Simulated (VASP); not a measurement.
Calculation: PBE GGA, VASP's PBE PAW potentials (set 64) (plane waves; VASP).

The input files of a VASP run:

**INCAR**
```
SYSTEM = CaB6
PREC = Accurate; ENCUT = 620; LREAL = F
LASPH = T
EDIFF = 1E-6; NELM = 100; ALGO = Normal
ISMEAR = 0; SIGMA = 0.05
GGA = PE
IBRION = 2; NSW = 40; ISIF = 3
EDIFFG = -0.02
LWAVE = F; LCHARG = F
```

### POSCAR
```
CaB6
1.0
  4.1477463204   0.0000000000   0.0000000000
  0.0000000000   4.1477463204   0.0000000000
  0.0000000000   0.0000000000   4.1477463204
Ca B
1 6
Cartesian
  0.0000000000   0.0000000000   4.1477463204
  3.3108898617   2.0738731602   2.0738731602
  2.0738731602   0.8368564587   2.0738731602
  2.0738731602   3.3108898617   2.0738731602
  0.8368564587   2.0738731602   2.0738731602
  2.0738731602   2.0738731602   3.3108898617
  2.0738731602   2.0738731602   0.8368564587
```

KPOINTS:
```
K-points
0
gamma
6 6 6
```

POTCAR, in this order: Ca_sv B (PBE.64 set). Program: vasp_std.

Output of the run:

File OSZICAR:
```
       N       E                     dE             d eps       ncg     rms          rms(c)
DAV:   1     0.183079757693E+03    0.18308E+03   -0.14939E+04   720   0.168E+03
DAV:   2    -0.422522920203E+02   -0.22533E+03   -0.22049E+03   984   0.356E+02
DAV:   3    -0.499100565982E+02   -0.76578E+01   -0.75425E+01  1038   0.669E+01
DAV:   4    -0.502010746556E+02   -0.29102E+00   -0.29081E+00  1198   0.909E+00
DAV:   5    -0.502028811709E+02   -0.18065E-02   -0.18053E-02   996   0.859E-01    0.101E+01
DAV:   6    -0.458259749690E+02    0.43769E+01   -0.73453E+00   940   0.146E+01    0.523E+00
DAV:   7    -0.450254852214E+02    0.80049E+00   -0.50382E+00   952   0.107E+01    0.149E+00
DAV:   8    -0.450423921038E+02   -0.16907E-01   -0.79639E-01  1054   0.551E+00    0.745E-01
DAV:   9    -0.450206294686E+02    0.21763E-01   -0.10351E-01   986   0.171E+00    0.165E-01
DAV:  10    -0.450215001340E+02   -0.87067E-03   -0.15477E-02  1188   0.622E-01    0.116E-01
DAV:  11    -0.450215206447E+02   -0.20511E-04   -0.13582E-03   996   0.247E-01    0.416E-02
DAV:  12    -0.450215291715E+02   -0.85268E-05   -0.12412E-04   902   0.760E-02    0.173E-02
DAV:  13    -0.450215333424E+02   -0.41709E-05   -0.30341E-05   990   0.358E-02    0.412E-03
DAV:  14    -0.450215334030E+02   -0.60567E-07   -0.17661E-06   898   0.881E-03
   1 F= -.45021533E+02 E0= -.45021361E+02  d E =-.450215E+02
       N       E                     dE             d eps       ncg     rms          rms(c)
DAV:   1    -0.450214031424E+02    0.13020E-03   -0.42864E-02   782   0.133E+00    0.770E-02
DAV:   2    -0.450212559100E+02    0.14723E-03   -0.12222E-03   984   0.264E-01    0.411E-02
DAV:   3    -0.450212033641E+02    0.52546E-04   -0.40211E-04  1018   0.121E-01    0.848E-03
DAV:   4    -0.450212011953E+02    0.21688E-05   -0.63342E-05   982   0.539E-02    0.745E-03
DAV:   5    -0.450211999732E+02    0.12221E-05   -0.75392E-06  1132   0.188E-02    0.213E-03
DAV:   6    -0.450211997963E+02    0.17688E-06   -0.42121E-07   518   0.508E-03
   2 F= -.45021200E+02 E0= -.45021037E+02  d E =0.333607E-03
       N       E                     dE             d eps       ncg     rms          rms(c)
DAV:   1    -0.450217169096E+02   -0.51694E-03   -0.19843E-02   772   0.905E-01    0.529E-02
DAV:   2    -0.450216472608E+02    0.69649E-04   -0.56735E-04   984   0.180E-01    0.280E-02
DAV:   3    -0.450216234303E+02    0.23831E-04   -0.18587E-04  1016   0.821E-02    0.577E-03
DAV:   4    -0.450216230622E+02    0.36809E-06   -0.29009E-05   982   0.365E-02    0.508E-03
DAV:   5    -0.450216231117E+02   -0.49439E-07   -0.31317E-06   740   0.128E-02
   3 F= -.45021623E+02 E0= -.45021456E+02  d E =-.897087E-04
```

File OUTCAR:
```
------------------------ aborting loop because EDIFF is reached ----------------------------------------
  FORCE on cell =-STRESS in cart. coord.  units (eV):
  Direction    XX          YY          ZZ          XY          YZ          ZX
  --------------------------------------------------------------------------------------
  Total       -0.0040417     -0.0040417     -0.0040417      0.0000000      0.0000000     -0.0000000
  in kB       -0.0907302     -0.0907302     -0.0907302      0.0000000      0.0000000     -0.0000000
  external PRESSURE =      -0.0907302 kB  Pullay stress =       0.0000000 kB
  volume of cell :       71.37
      direct lattice vectors                 reciprocal lattice vectors
     4.148010303 -0.000000000  0.000000000     0.241079440 -0.000000000 -0.000000000
     0.000000000  4.148010303  0.000000000     0.000000000  0.241079440  0.000000000
     0.000000000 -0.000000000  4.148010303    -0.000000000 -0.000000000  0.241079440
 POSITION                                       TOTAL-FORCE (eV/Angst)
 -----------------------------------------------------------------------------------
      0.00000     -0.00000      4.14801        -0.000000     -0.000000      0.000000
      3.31176      2.07401      2.07401         0.000556     -0.000000      0.000000
      2.07401      0.83625      2.07401        -0.000000     -0.000556     -0.000000
      2.07401      3.31176      2.07401         0.000000      0.000556      0.000000
      0.83625      2.07401      2.07401        -0.000556      0.000000     -0.000000
      2.07401      2.07401      3.31176         0.000000     -0.000000      0.000556
      2.07401      2.07401      0.83625        -0.000000      0.000000     -0.000556
 -----------------------------------------------------------------------------------
    total drift:                               -0.000000      0.000000      0.000000
  FREE ENERGIE OF THE ION-ELECTRON SYSTEM (eV)
  ---------------------------------------------------
  free  energy   TOTEN  =       -45.0216231117 eV

  energy  without entropy=      -45.0212887960  energy(sigma->0) =      -45.02145595

 reached required accuracy - stopping structural energy minimisation
```
(Selected blocks of OUTCAR.)

### CONTCAR
```
CaB6
   1.00000000000000
     4.1480103025228434   -0.0000000000000000    0.0000000000000000
     0.0000000000000000    4.1480103025228434    0.0000000000000000
     0.0000000000000000   -0.0000000000000000    4.1480103025228434
  Ca              B
     1     6
Direct
     0.0000000000000000    0.0000000000000000    1.0000000000000000
     0.7983982680779275    0.5000000000000000    0.5000000000000000
     0.5000000000000000    0.2016017319220725    0.5000000000000000
     0.5000000000000000    0.7983982680779275    0.5000000000000000
     0.2016017319220725    0.5000000000000000    0.5000000000000000
     0.5000000000000000    0.5000000000000000    0.7983982680779275
     0.5000000000000000    0.5000000000000000    0.2016017319220725
```

The compound is CaB6 in the cab6 structure. This run relaxes it. Symmetry was kept, so distortions that lower it aren't found.
